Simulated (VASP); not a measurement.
Consider the following.

```yaml
crystal:
  lattice:
    - [5.52674, 0.00000, 0.00000]
    - [0.00000, 5.52674, 0.00000]
    - [0.00000, 0.00000, 5.52674]
  atoms:
    - { symbol: Cs, position: [0.00000, 0.00000, 0.00000] }
    - { symbol: Pb, position: [0.50000, 0.50000, 0.50000] }
    - { symbol: Cl, position: [0.50000, 0.00000, 0.50000] }
    - { symbol: Cl, position: [0.00000, 0.50000, 0.50000] }
    - { symbol: Cl, position: [0.50000, 0.50000, 0.00000] }
```

Method: LDA (Ceperley-Alder, Perdew-Zunger), VASP's LDA PAW potentials (set 64) (plane waves; VASP). Settings: 500 eV cut-off, 4×4×4 Γ-centred mesh, Gaussian smearing of 0.050 eV, potentials Cs_sv Pb_d Cl.

Unless said otherwise, spin-orbit coupling is left out, though it shifts the bands of the heavy elements here.

Question: What does the run give for the energy per atom (σ→0), band gap (on the k-mesh) with the smallest direct gap where there is one?

Answer: 
| Property | Value |
|---|---|
| band gap (on the k-mesh) | 1.51 eV |
| smallest direct gap (on the k-mesh) | 1.51 eV |
| energy per atom (σ→0) | -3.880 eV/atom |

The absolute energy has meaning only against runs of the same code, potentials and settings.

The compound is CsPbCl3 in the cubic perovskite structure, the ideal cubic form; the compound distorts at low or room temperature. It was relaxed first.
